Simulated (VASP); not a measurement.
Output of a VASP run:

**OSZICAR**
```
       N       E                     dE             d eps       ncg     rms          rms(c)
DAV:   1    -0.545884897470E+03   -0.54588E+03   -0.17029E-05   760   0.110E-02    0.465E-03
RMM:   2    -0.545884896585E+03    0.88490E-06   -0.41403E-06   511   0.462E-03    0.234E-03
RMM:   3    -0.545884896746E+03   -0.16097E-06   -0.10138E-06   459   0.239E-03    0.116E-03
RMM:   4    -0.545884896733E+03    0.12506E-07   -0.18574E-07   425   0.102E-03
   1 F= -.54588490E+03 E0= -.54588490E+03  d E =-.393605E-11  mag=     2.0000
```

OUTCAR:
```
------------------------ aborting loop because EDIFF is reached ----------------------------------------
  FORCE on cell =-STRESS in cart. coord.  units (eV):
  Direction    XX          YY          ZZ          XY          YZ          ZX
  --------------------------------------------------------------------------------------
  Total       21.9521073     21.9546619     21.9572834     11.9506854    -11.9481699     11.9446370
  in kB       96.3599463     96.3711598     96.3826672     52.4581714    -52.4471292     52.4316212
  external PRESSURE =      96.3712578 kB  Pullay stress =       0.0000000 kB
  volume of cell :      365.00
      direct lattice vectors                 reciprocal lattice vectors
     7.146555159  0.000000000  0.000000000     0.139927556  0.000000000  0.000000000
     0.000000000  7.146555159  0.000000000     0.000000000  0.139927556  0.000000000
     0.000000000  0.000000000  7.146555159     0.000000000  0.000000000  0.139927556
 POSITION                                       TOTAL-FORCE (eV/Angst)
 -----------------------------------------------------------------------------------
      3.56391      7.14579      0.00456         0.016877      0.003724     -0.008357
      4.43321      0.92145      0.92662        -0.012909     -0.001182      0.004259
      5.33830      1.80522      0.02880        -0.008038      0.001543     -0.000071
      6.22185      2.71048      0.92682         0.011079      0.005455      0.001161
      5.33854      0.02350      1.81053        -0.009657      0.001703     -0.001336
      6.22216      0.92130      2.71575         0.004559      0.007721      0.009314
      7.13547      0.00794      0.01334        -0.002703      0.004889     -0.008032
      0.86818      0.90382      0.90891         0.008810      0.005803      0.003515
      1.76096      1.78454      7.14309        -0.001254     -0.003595      0.005314
      2.64428      2.67429      0.88313        -0.009619      0.002225      0.009334
      3.56842      3.57525      0.00341         0.005148     -0.008956     -0.018321
      4.46922      4.49958      0.88303         0.001221      0.003366      0.015915
      5.35904      5.38267      7.14311        -0.000542     -0.008898      0.004552
      6.23971      6.27517      0.90878         0.007008     -0.002608      0.006865
      1.76104      7.13844      1.78984        -0.002953     -0.009645     -0.010022
      2.64449      0.87835      2.67942        -0.021165      0.004135      0.006256
      3.46216      1.74890      1.75406         0.025269      0.000268     -0.011160
      5.39491      3.68149      1.75401        -0.008333     -0.008998     -0.007398
      6.26541      4.49959      2.67955         0.001763      0.002830     -0.001008
      3.56853      7.14495      3.58004         0.007812     -0.016487      0.008233
      4.46918      0.87828      4.50464         0.006178      0.004028     -0.006863
      5.39496      1.74893      3.68640        -0.005622     -0.006570     -0.010805
      6.26552      2.67442      4.50438        -0.002191     -0.003181      0.009169
      5.35901      7.13794      5.38753        -0.002603      0.005311      0.003028
      6.23936      0.90373      6.28023         0.022548     -0.000332      0.000526
      7.14410      3.57933      0.00477        -0.003150      0.000486     -0.001351
      0.87485      4.47599      0.88294        -0.003476     -0.007311      0.007525
      1.78712      5.35614      7.13659         0.005698      0.007199     -0.000919
      2.66780      6.26864      0.88260        -0.009511      0.006655      0.017592
      7.11993      1.80554      1.81097         0.000439     -0.008678     -0.015257
      0.88013      2.68562      2.69079         0.008305     -0.006725     -0.007257
      1.76069      3.58582      1.76588         0.010301      0.007727      0.005822
      2.63203      4.51178      2.58398        -0.011469     -0.000764     -0.004235
      3.55743      5.38295      1.76597         0.010688     -0.007752     -0.000760
      4.45826      6.26358      2.69073         0.002945     -0.008013     -0.011323
      7.14441      7.14606      3.58496        -0.009146     -0.004139     -0.014041
      0.87492      0.87780      4.48128         0.000506      0.003975     -0.007308
      1.76059      1.76107      3.59134         0.020794     -0.001536     -0.004727
      2.63191      2.57894      4.51715        -0.005649      0.000823     -0.001741
      4.56465      4.51170      4.51680         0.008474     -0.001488      0.008585
      5.38299      5.38303      3.59121        -0.012524     -0.016237     -0.000717
      6.26590      6.26848      4.48100         0.002604      0.013292      0.003324
      1.78731      7.13153      5.36131         0.004019     -0.003831      0.006501
      2.66760      0.87756      6.27371         0.003184      0.009908      0.004456
      3.55762      1.76090      5.38796         0.000086     -0.001303     -0.001974
      4.45805      2.68537      6.26863         0.006687     -0.003557     -0.006183
      5.38277      3.58559      5.38807        -0.006719      0.012251     -0.012704
      6.26569      4.47554      6.27387         0.005048      0.007049      0.003407
      0.00562      5.38284      1.78999        -0.009505     -0.008686     -0.009622
      0.88224      6.26131      2.68643         0.018258      0.003005      0.003971
      7.14549      3.57514      3.58035         0.011990      0.005014     -0.002546
      0.90679      4.45461      4.45966         0.003869      0.011533      0.012146
      1.80505      5.33898      3.55431        -0.010904     -0.005218      0.013018
      2.68948      6.23679      4.45963        -0.024917      0.007375      0.008916
      0.00566      1.78464      5.38774        -0.013281     -0.004455      0.003093
      0.88226      2.68132      6.26642         0.007481     -0.002044     -0.003328
...
```
(Selected blocks of OUTCAR.)

**POSCAR**
```
AlC62
1
    7.1465551589     0.0000000000     0.0000000000
    0.0000000000     7.1465551589     0.0000000000
    0.0000000000     0.0000000000     7.1465551589
C Al
62 1
Direct
  0.4986893203   0.9998935503   0.0006385717
  0.6203285054   0.1289368973   0.1296591225
  0.7469756515   0.2526004965   0.0040293012
  0.8706087695   0.3792705086   0.1296877771
  0.7470085184   0.0032889284   0.2533432826
  0.8706515176   0.1289158560   0.3800083100
  0.9984488608   0.0011109816   0.0018669841
  0.1214817780   0.1264688094   0.1271821785
  0.2464069917   0.2497060944   0.9995157798
  0.3700071837   0.3742075491   0.1235745859
  0.4993196523   0.5002762598   0.0004776034
  0.6253670150   0.6296148171   0.1235600910
  0.7498777106   0.7531845510   0.9995184243
  0.8731079343   0.8780697235   0.1271631173
  0.2464186092   0.9988640416   0.2504481323
  0.3700373199   0.1229047946   0.3749246065
  0.4844516548   0.2447191653   0.2454408663
  0.7548960095   0.5151424437   0.2454340201
  0.8767036245   0.6296170757   0.3749431043
  0.4993354210   0.9997747429   0.5009458567
  0.6253607379   0.1228956472   0.6303226264
  0.7549038446   0.2447238568   0.5158288595
  0.8767188816   0.3742253172   0.6302866491
  0.7498737937   0.9987941528   0.7538644609
  0.8730583008   0.1264561572   0.8787767829
  0.9996568199   0.5008470313   0.0006668119
  0.1224152856   0.6263139475   0.1235475991
  0.2500671525   0.7494710966   0.9986057818
  0.3732989693   0.8771550270   0.1235000189
  0.9962741085   0.2526453714   0.2534040119
  0.1231546038   0.3757929264   0.3765153347
  0.2463688068   0.5017550567   0.2470952093
  0.3682930358   0.6313223063   0.3615707054
  0.4977829018   0.7532227263   0.2471074732
  0.6238336067   0.8764478621   0.3765070401
  0.9997003045   0.9999305564   0.5016347100
  0.1224255865   0.1228287662   0.6270552417
  0.2463545318   0.2464223247   0.5025277768
  0.3682772135   0.3608650273   0.6320743012
  0.6387208137   0.6313114795   0.6320246610
  0.7532285467   0.7532341979   0.5025095959
  0.8767720311   0.8771336021   0.6270156289
  0.2500935245   0.9978978995   0.7501950258
  0.3732707964   0.1227949497   0.8778654934
  0.4978094057   0.2463990181   0.7539239782
  0.6238047107   0.3757577343   0.8771535231
  0.7531975202   0.5017221759   0.7539395697
  0.8767420976   0.6262511125   0.8778867563
  0.0007867910   0.7532075213   0.2504691707
  0.1234493248   0.8761296585   0.3759061656
  0.9998505818   0.5002611711   0.5009895002
  0.1268854096   0.6233225811   0.6240290626
  0.2525767680   0.7470708867   0.4973457758
  0.3763324291   0.8726983893   0.6240246394
  0.0007924391   0.2497200272   0.7538937670
  0.1234519891   0.3751903742   0.8768441923
  0.2525203901   0.4966465165   0.7477830637
  0.3762707889   0.6232944193   0.8734410028
  0.5029668700   0.7470432289   0.7477651654
  0.6244212794   0.8760955521   0.8767905067
  0.0017202951   0.7494977502   0.7502224396
  0.1248188666   0.8747660497   0.8754922592
  0.5614277969   0.4382122599   0.4388949465
```

Task: Write an INCAR and KPOINTS that could have produced this output.

Result: Several could match; the one computed here: the input of the run itself, PBE GGA, plane waves, VASP's PBE PAW potentials (set 64).

KPOINTS:
```
kpoints
0
G
  1 1 1
0 0 0
```

**INCAR**
```
LCHARG  =  .False.
NELECT  =  252.0
ENCUT  =  400   # plane-wave cut-off (eV)
ALGO  =  Fast   # Davidson, then RMM-DIIS
EDIFF  =  1E-6   # SCF stop (eV)
LASPH  =  .True.   # aspherical one-centre terms
LWAVE  =  .True.
LREAL  =  Auto   # projection in real space or not
GGA  =  PE
SIGMA  =  0.05   # width (eV)
NUPDOWN  =  2
ISPIN  =  2
LHYPERFINE  =  .True.
ISMEAR  =  0   # Gaussian
SYSTEM  =  AlC62
PREC  =  Normal
ISYM  =  0
NELM  =  100
MAGMOM  =  63*0.0317
NELMIN  =  4
LORBIT  =  11   # lm-projected
```

POTCAR, in this order: C Al (PBE.64 set). Program: vasp_gam. Read from the step before: WAVECAR.

At this cut-off the stress carries a Pulay error, which pulls relaxed volumes low. The cell is charged, with a uniform compensating background.  The supercell is sampled at Γ alone, which is coarse: total energies, pressure and levels can be off, energies of defects by several tenths of an eV.

The cell is a supercell with a defect, built from C (diamond): Al_C-vac_C, charge -1.
